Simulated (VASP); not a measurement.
Data:

```xyz
2
Lattice="3.2423 0.0000 0.0000 0.0000 3.2423 0.0000 0.0000 0.0000 3.2423" Properties=species:S:1:pos:R:3 pbc="T T T"
Zn     1.6212     1.6212     1.6212
Au     0.0000     0.0000     0.0000
```

Level of theory: revPBE GGA, VASP's PBE PAW potentials (set 64) (plane waves; VASP 6.6.1). Numerical set-up: 520 eV cut-off, 11×11×11 Γ-centred mesh, first-order Methfessel-Paxton smearing of 0.10 eV, potentials Zn Au.

Give the stress tensor in GPa (positive for a compressed cell).

```
-2.76   0.00   0.00
 0.00  -2.76   0.00
 0.00   0.00  -2.76
```
The pressure is its mean diagonal, -2.76 GPa.

The compound is AuZn in the CsCl type structure. This cell is one point of a volume scan, at 1.03 of the reference volume. The electron count is odd and the run is not spin-polarised, which forces a metal.
